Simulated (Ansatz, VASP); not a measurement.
# Ge (Germanium) in two plane-wave programs, part 2 of 2

Aim: how closely do two programs agree when they are given the same cell, functional and k mesh? The cell is taken from a series of runs on this material, whose earlier steps may have relaxed, scaled, displaced or heated it; both programs get it as it stands.

VASP 6.6.1 and Ansatz 0.2.0.

So far: The structure; VASP: zone-centre phonons, LDA.

**2. VASP: zone-centre phonons, LDA (continued)**

Level of this step: LDA; plane waves and PAW (Ge_d) (VASP).

Numbers of over 12 decimals in the logs are rounded to 6 here.

OUTCAR, selected parts (step 2):

```text
ion  position               nearest neighbor table
   1  0.500  0.500  0.500-   2 2.45   2 2.45   2 2.45   2 2.46
   2  0.750  0.750  0.750-   1 2.45   1 2.45   1 2.45   1 2.46

  LATTYP: Found a body centered tetragonal cell.
 ALAT       =     4.0544902157
 C/A-ratio  =     1.3649928058

 Subroutine GETGRP returns: Found  4 space group operations
 (whereof  2 operations were pure point group operations)

The static configuration has the point symmetry C_1h.
 The point group associated with its full space group is C_2h.

   k-points           NKPTS =   1728   k-points in BZ     NKDIM =   1728   number of bands    NBANDS=     20

   dimension x,y,z NGX =    30 NGY =   30 NGZ =   30
   dimension x,y,z NGXF=    60 NGYF=   60 NGZF=   60

   ENCUT  =  500.0 eV  36.75 Ry    6.06 a.u.   7.26  7.26  7.39*2*pi/ulx,y,z

   NELECT =      28.0000    total number of electrons

 k-points in reciprocal lattice and weights: Points of the shifted mesh
   0.04166667  0.04166667  0.04166667       0.001
   0.04166667  0.04166667  0.12500000       0.001
   0.04166667  0.04166667  0.20833333       0.001
   0.04166667  0.04166667  0.29166667       0.001
   0.04166667  0.04166667  0.37500000       0.001
   0.04166667  0.04166667  0.45833333       0.001
   0.04166667  0.04166667  0.54166667       0.001
   0.04166667  0.04166667  0.62500000       0.001
   0.04166667  0.04166667  0.70833333       0.001
[...]
0.95833333  0.95833333  0.87500000       0.001
   0.95833333  0.95833333  0.95833333       0.001

 average (electrostatic) potential at core
       1 -75.4500       2 -75.4500

  Total       -0.6783156     -0.6783156      0.0157463     -0.0088826     -0.0040385     -0.0040385
  in kB      -23.8909391    -23.8909391      0.5545987     -0.3128535     -0.1422385     -0.1422400
  external PRESSURE =     -15.7424265 kB  Pullay stress =       0.0000000 kB

  energy-cutoff  :      500.00
  volume of cell :       45.49
      direct lattice vectors                 reciprocal lattice vectors
     0.000000000  2.866957526  2.767174988    -0.174400910  0.174400910  0.180689693
     2.866957526  0.000000000  2.767174988     0.174400910 -0.174400910  0.180689693
     2.866957526  2.866957526  0.000000000     0.174400910  0.174400910 -0.180689693

 POSITION                                       TOTAL-FORCE (eV/Angst)
 -----------------------------------------------------------------------------------
      2.86685      2.86685      2.76683        -0.000855     -0.000855      0.002424
      4.30055      4.30055      4.15111         0.000855      0.000855     -0.002424
 -----------------------------------------------------------------------------------
    total drift:                                0.000000      0.000000      0.000000

 Eigenvectors and eigenvalues of the dynamical matrix
 ----------------------------------------------------

   1 f  =    8.614900 THz    54.129010 2PiTHz  287.362116 cm-1    35.628346 meV
             X         Y         Z           dx          dy          dz
      2.866848  2.866848  2.766827     0.439812    0.439812    0.336348
      4.300545  4.300545  4.151110    -0.439812   -0.439812   -0.336348

   2 f  =    8.576048 THz    53.884896 2PiTHz  286.066155 cm-1    35.467667 meV
             X         Y         Z           dx          dy          dz
      2.866848  2.866848  2.766827     0.500000   -0.500000    0.000000
      4.300545  4.300545  4.151110    -0.500000    0.500000   -0.000000

   3 f  =    8.357285 THz    52.510370 2PiTHz  278.769018 cm-1    34.562938 meV
             X         Y         Z           dx          dy          dz
      2.866848  2.866848  2.766827     0.237834    0.237834   -0.621989
      4.300545  4.300545  4.151110    -0.237834   -0.237834    0.621989

   4 f  =    0.000000 THz     0.000001 2PiTHz    0.000004 cm-1     0.000001 meV
             X         Y         Z           dx          dy          dz
      2.866848  2.866848  2.766827     0.218171   -0.465875   -0.485141
      4.300545  4.300545  4.151110     0.218171   -0.465875   -0.485141

   5 f  =    0.000000 THz     0.000001 2PiTHz    0.000003 cm-1     0.000000 meV
             X         Y         Z           dx          dy          dz
      2.866848  2.866848  2.766827    -0.663139   -0.063705   -0.237042
      4.300545  4.300545  4.151110    -0.663139   -0.063705   -0.237042

   6 f/i=    0.000000 THz     0.000001 2PiTHz    0.000004 cm-1     0.000000 meV
             X         Y         Z           dx          dy          dz
      2.866848  2.866848  2.766827    -0.112466   -0.528112    0.456562
      4.300545  4.300545  4.151110    -0.112466   -0.528112    0.456562

 ELASTIC MODULI CONTR FROM IONIC RELAXATION (kBar)
 Direction    XX          YY          ZZ          XY          YZ          ZX
 --------------------------------------------------------------------------------
 XX          -1.2895     -1.2753      0.0647     16.3499     -7.3584     -1.8397
 YY          -1.2753     -1.2895      0.0647     16.6650     -5.8207     -3.6945
 ZZ           0.0647      0.0647     -0.0188      0.0361      1.4341      1.2003
 XY          16.3499     16.6650      0.0361   -264.6982      6.0080     -3.1589
 YZ          -7.3584     -5.8207      1.4341      6.0080   -195.5350     11.1917
 ZX          -1.8397     -3.6945      1.2003     -3.1589     11.1917   -199.9340
 --------------------------------------------------------------------------------
```

Energies printed during the response cycles are not total energies of the cell.

**3. Ansatz: zone-centre phonons, LDA**

Ansatz runs on its PAW soft_1 files.

The same cell, functional (in two slightly different forms), mesh and smearing now go to Ansatz, which takes its cutoff from its data sets.

The input, input.yaml:

```yaml
crystal:
  lattice:
    - [0.0, 2.8669575258, 2.7671749879]
    - [2.8669575258, 0.0, 2.7671749879]
    - [2.8669575258, 2.8669575258, 0.0]
  atoms:
    - { symbol: Ge, position: [0.4999371731, 0.4999371731, 0.5000247854] }
    - { symbol: Ge, position: [0.7500628269, 0.7500628269, 0.7499752146] }
kpoints:
  mp_grid: { grid: [12, 12, 12], shift: [0.5, 0.5, 0.5] }
hamiltonian:
  xc: lda
  pseudopotentials: { kind: paw, azcp: { folder: soft_1 }, xc_functional: pbe }
scf:
  occupations: { method: gaussian, width: 0.015 }
output:
  eigenvalues: true
phonons:
  method: dfpt
```

Launch:

```bash
$ ansatz run input.yaml --threads 4 --pin off --max-ram 10240MiB --backend cpu --events-out ev --progress --plain --runs-dir out
```

The program printed:

```text
Engine: ansatz 0.2.0, aarch64-unknown-linux-gnu
Pseudopotentials: kind: paw
Pseudopotential: Ge, paw, valence charge 14, recommended cutoff 420 eV (normal), soft_1/Ge.paw.azcp
Functional definition: SPW92
  exchange = slater_x
  correlation = pw_c
Crystal: 2 atoms, lattice volume = 45.489 Å³
Basis set: ecut = 420 eV, 925 PW (Γ), exchange–correlation on 64×64×64 points (8 copies of the dense FFT grid, shifted against one another)
Bands: 18, of which v1, the nominal top of the filled ones, is band 14 counted from 1 (13 counted from 0)
Symmetry: 4 space group operations
k-points: 864 of 1728 (irreducible under 1 space group operation, time reversal used)
Non-local potential: Ge, projectors of the file, l = 0: 2, l = 1: 2, l = 2: 3, l = 3: 1
PAW form: soft (Blöchl's): semilocal exchange-correlation on the pseudo side does not see the compensation charge
PAW frozen core: Ge, regenerated for the run's functional, and the local potential with it (the file was generated under x = pbe(κ = 0.804, μ = 0.219515), c = pbe(β = 0.066725))
PAW one-centre angular grid: Ge, 590 points (default); XC on 64 Gauss nodes
Initial density: superposition of atomic densities (chi_scale 0.1, normalization cell)
Initial wavefunctions: pseudopotential atomic-orbital guess
Functional: x = slater, c = lda
SCF iter   1: F=—  HF=-8431.571367 eV  |F-HF|=—  |Δ(HF+E_count)|=         —  Δρ=3.42e-2  dr2=4.88e-1  ethr=3.10e-3  ⟨swp⟩=6.0  Hψ=72275  notcnv=0
preconditioner: auto → none  [insulator: Δε(μ)=0.126 eV  Ē_g=23.376 eV  σ=0.015 eV  W_gap=1.00  n_scr=14 (ndim 8)  ℏωp=29.1 eV  f_vac=0.000  D(μ)=0.00/eV (n_scr^D=0)  ε∞_Penn≈2.6]
SCF iter   2: F=—  HF=-8431.455704 eV  |F-HF|=—  |Δ(HF+E_count)|=   1.16e-1  Δρ=1.57e-2  dr2=8.10e-2  ethr=1.74e-3  ⟨swp⟩=2.0  Hψ=25915  notcnv=0
SCF iter   3: F=—  HF=-8431.441100 eV  |F-HF|=—  |Δ(HF+E_count)|=   1.46e-2  Δρ=2.11e-3  dr2=5.21e-4  ethr=2.89e-4  ⟨swp⟩=2.0  Hψ=22511  notcnv=0
SCF iter   4: F=—  HF=-8431.441277 eV  |F-HF|=—  |Δ(HF+E_count)|=   1.77e-4  Δρ=4.71e-4  dr2=7.78e-5  ethr=1.86e-6  ⟨swp⟩=2.0  Hψ=30676  notcnv=0
SCF iter   5: F=—  HF=-8431.441073 eV  |F-HF|=—  |Δ(HF+E_count)|=   2.04e-4  Δρ=4.67e-5  dr2=8.99e-7  ethr=2.78e-7  ⟨swp⟩=2.0  Hψ=28508  notcnv=0
SCF iter   6: F=—  HF=-8431.441070 eV  |F-HF|=—  |Δ(HF+E_count)|=   3.38e-6  Δρ=3.75e-5  dr2=3.55e-7  ethr=3.21e-9  ⟨swp⟩=2.0  Hψ=27649  notcnv=0
SCF iter   7: F=—  HF=-8431.441070 eV  |F-HF|=—  |Δ(HF+E_count)|=   3.15e-7  Δρ=5.41e-6  dr2=6.65e-9  ethr=1.27e-9  ⟨swp⟩=2.0  Hψ=26249  notcnv=0
SCF iter   8: F=—  HF=-8431.441070 eV  |F-HF|=—  |Δ(HF+E_count)|=   6.07e-9  Δρ=6.79e-7  dr2=8.31e-11  ethr=2.37e-11  ⟨swp⟩=2.0  Hψ=27476  notcnv=0
SCF iter   9: F=-8431.441070 eV  HF=-8431.441070 eV  |F-HF|=3.64e-12  |Δ(HF+E_count)|=  4.37e-11  Δρ=7.92e-8  dr2=1.14e-12  ethr=1.00e-12  ⟨swp⟩=5.1  Hψ=67508  notcnv=0
SCF 1 converged in 9 iterations: F = -8431.441070 eV  dr2 = 1.14e-12
  greatest PAW one-centre occupation: 0.998 electrons in one spin orbital (limit 2), on the Ge atom at site 1 (counted from 0), in its partial waves of l = 2
DFPT response loops at Γ: preconditioner auto → Kerker (q_TF=auto, 2.516 Å⁻¹) (partly filled bands, converged f_vac=0.063); β = 1.00, the filter's whole step (`scf.mixing.beta` (0.50) is not read by the response loops under this deck's `scf.mixing.preconditioner`; to damp them name `kerker` or `kerker_dos`, under which they read `scf.mixing.beta`, and type it under 1.00, their step now; both keys bind the ground state too); Broyden in place of MSR1
SCF converged after 9 iterations
Free energy (F): -8431.441070 eV
Harris-Foulkes:  -8431.441070 eV  (|F-HF|=3.64e-12)
Internal energy: -8431.441052 eV  (E = F + TS)
E sigma→0 (E₀):  -8431.441061 eV
Entropy (-TS):   -0.000018 eV (-0.009 meV/atom)
Fermi energy:    8.197000 eV
--- Per-component energies (eV) ---
  E_band       = -312.758595
  E_kinetic    = 186.465772
  E_local      = -4517.139455  (includes V_loc(G=0)·N_el)
  E_nonlocal   = 441.719688
  E_hartree    = 2148.860775
  E_xc         = -142.865394
  E_vxc        = -131.295813  (∫ρ·V_xc dr)
  E_paw        = -3868.816623  (= ΣΔE_a)
  E_vpaw       = -590.230408  (= ΣTr[D̂ρ^β])
  E_aug_tail   = 0.000033  (compensation charges beyond the density's cutoff)
  E_ewald      = -2683.482500
  E_core_change = 3.816653  (= ΣΔE_core)
  E_smearing   = -0.000018  (= −TS)
  E_closure    = -0.000000  (closes the sum)
  Σ components = -8431.441070   (vs F -8431.441070, Δ=0.00e0)
--- Band table (eV; the first three rows and the last of 864) ---
  k-point 0: bands = [... 10 lower, -4.5875, 7.3055, 8.0316, 8.2015, 8.6634, 10.6420, 10.8171, 10.8350]
  k-point 1: bands = [... 10 lower, -4.4774, 6.1399, 7.7843, 7.9462, 9.1893, 10.9332, 11.0523, 11.3321]
  k-point 2: bands = [... 10 lower, -4.2028, 4.6298, 7.3268, 7.6131, 9.1429, 11.3279, 11.6086, 12.4736]
  k-point 863: bands = [... 10 lower, -2.5254, 0.5617, 6.4055, 6.8411, 8.4511, 11.7495, 12.0697, 15.2537]
--- Phonons (Γ-DFPT): 2 representative perturbations + reference, on 864 of 1728 k-points (Σ response iterations 6) ---
  k mesh reduced under 1 symmetry operation, with k and −k counted as one. Each operation leaves every solved perturbation unchanged. A smaller set is not used because it would not reduce the number of displacements times k-points to solve
  ASR residual: 7.835e-6 → 0.000e0 eV/Å²; symmetrization residual: 2.837e-6 eV/Å²
  ASR residual per site (eV/Å²): 7.83e-6 7.83e-6
  Γ frequencies (cm⁻¹): 0.00 0.00 0.00 276.75 283.18 285.90
  non-analytic LO–TO correction: not included (Born effective charges unavailable; polar crystals: no LO–TO splitting at Γ)
```

**4. Differences**

Known differences besides the potentials themselves: the two LDA forms differ slightly; the cutoff is 420 eV in Ansatz and 500 eV in VASP; VASP's log shows a relativistic correction to its local exchange, Ansatz's none. Total energies have different zeros and are not compared.

Both answers:

```
             quantity  Ansatz   VASP  difference
optical mode 1 (cm⁻¹)   276.8  278.8     -0.72 %
optical mode 2 (cm⁻¹)   283.2  286.1     -1.01 %
optical mode 3 (cm⁻¹)   285.9  287.4     -0.51 %
```

Modes are paired by rising frequency, not by their patterns, so a pair may set unlike modes beside each other; they are those without the splitting of longitudinal modes.

**5. What came out**

```
r.m.s. difference of the optical zone-centre modes, each program's sorted by frequency (zone-centre phonons, LDA) : 2.2 cm⁻¹
difference in optical mode 2 (zone-centre phonons, LDA)                                                           : -1.0 %
```

What this shows: The r.m.s. difference of the optical zone-centre modes, each program's sorted by frequency is 2.2 cm⁻¹ (zone-centre phonons, LDA). Among the rows given in per cent, the largest difference of the zone-centre phonons, LDA pair is in optical mode 2, -1.0 %. Such differences can come from data sets, numerical settings and the points named under the comparisons, not from the functional's error against experiment.

[Lines on the potential files, build, host, timing and source positions are cut from VASP's logs without a mark.]

[Logs are printed without paths, hosts, clocks, repeated set-up lines and the standing remarks that a program may print on its own settings, such as how far it seeks lower states.]

[Hosts, paths, dates, database ids (printed as entryN), source tags and the programs' standing remarks are cut or masked in the printed files.]
